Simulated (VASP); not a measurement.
Computed with optB88-vdW, VASP's PBE PAW potentials (set 64) (plane waves; VASP 6.6.1).

VASP ran on this input.

**POSCAR**
```
Mg
3.2003420
  0.4999999847  -0.8660255178   0.0000000000
  0.4999999847   0.8660255178   0.0000000000
  0.0000000000   0.0000000000   1.5913630019
Mg
2
Cart
  0.4999999847   0.2886757499   0.3978407505
  0.4999999847  -0.2886757499   1.1935222514
```

KPOINTS:
```
Automatic mesh
0
Gamma
15 15 8
0 0 0
```

**INCAR**
```
SYSTEM=Mg
PREC=Accurate; ENCUT=520; LREAL=.FALSE.
LASPH=.TRUE.
EDIFF=1E-7; NELM=100; ALGO=Normal
ISMEAR=-5
GGA=BO; LUSE_VDW=.TRUE.; AGGAC=0.0
PARAM1=0.1833333333; PARAM2=0.22
ISIF=2
LWAVE=.FALSE.; LCHARG=.TRUE.; LORBIT=11
NEDOS=601
```

POTCAR, in this order: Mg (PBE.64 set). Program: vasp_std.

The run wrote:

File OSZICAR:
```
       N       E                     dE             d eps       ncg     rms          rms(c)
DAV:   1     0.331545925206E+01    0.33155E+01   -0.13015E+03  1620   0.469E+02
DAV:   2     0.185463175204E+00   -0.31300E+01   -0.30612E+01  2166   0.296E+01
DAV:   3     0.165639179837E+00   -0.19824E-01   -0.20206E-01  2310   0.328E+00
DAV:   4     0.165568339102E+00   -0.70841E-04   -0.72832E-04  2208   0.165E-01
DAV:   5     0.165568055733E+00   -0.28337E-06   -0.30817E-06  2268   0.798E-03    0.864E-01
DAV:   6     0.153346903054E+00   -0.12221E-01   -0.48849E-03  1926   0.584E-01    0.572E-01
DAV:   7     0.142570375682E+00   -0.10777E-01   -0.20636E-02  1746   0.128E+00    0.453E-02
DAV:   8     0.142540733917E+00   -0.29642E-04   -0.12759E-04  2196   0.110E-01    0.109E-02
DAV:   9     0.142540592776E+00   -0.14114E-06   -0.93780E-06  2088   0.334E-02    0.268E-03
DAV:  10     0.142542364873E+00    0.17721E-05   -0.12243E-06  2130   0.117E-02    0.605E-04
DAV:  11     0.142543319769E+00    0.95490E-06   -0.30709E-08  1224   0.137E-03    0.157E-04
DAV:  12     0.142543298997E+00   -0.20772E-07   -0.27342E-09  1038   0.517E-04
   1 F= 0.14254330E+00 E0= 0.14254330E+00  d E =0.000000E+00
```

File OUTCAR:
```
------------------------ aborting loop because EDIFF is reached ----------------------------------------
  FORCE on cell =-STRESS in cart. coord.  units (eV):
  Direction    XX          YY          ZZ          XY          YZ          ZX
  --------------------------------------------------------------------------------------
  Total       -0.0673635     -0.0673635      0.0501706      0.0000000      0.0000000      0.0000000
  in kB       -2.3891643     -2.3891651      1.7793889      0.0000000      0.0000000      0.0000000
  external PRESSURE =      -0.9996468 kB  Pullay stress =       0.0000000 kB
  volume of cell :       45.17
      direct lattice vectors                 reciprocal lattice vectors
     1.600170951 -2.771577838  0.000000000     0.312466615 -0.180402655  0.000000000
     1.600170951  2.771577838  0.000000000     0.312466615  0.180402655  0.000000000
     0.000000000  0.000000000  5.092905852     0.000000000  0.000000000  0.196351558
 POSITION                                       TOTAL-FORCE (eV/Angst)
 -----------------------------------------------------------------------------------
      1.60017      0.92386      1.27323         0.000000     -0.000000      0.000000
      1.60017     -0.92386      3.81968        -0.000000      0.000000      0.000000
 -----------------------------------------------------------------------------------
    total drift:                               -0.000001     -0.000006      0.000001
  FREE ENERGIE OF THE ION-ELECTRON SYSTEM (eV)
  ---------------------------------------------------
  free  energy   TOTEN  =         0.1425432990 eV

  energy  without entropy=        0.1425432990  energy(sigma->0) =        0.14254330

 total charge

# of ion       s       p       d       tot
------------------------------------------
    1        0.211   0.133   0.012   0.357
    2        0.211   0.133   0.012   0.357
--------------------------------------------------
tot          0.423   0.267   0.024   0.713
```
(Selected blocks of OUTCAR.)

For a metal the tetrahedron method with Blöchl corrections gives inexact stress and forces.

The compound is Mg in the hcp structure. It was relaxed first.
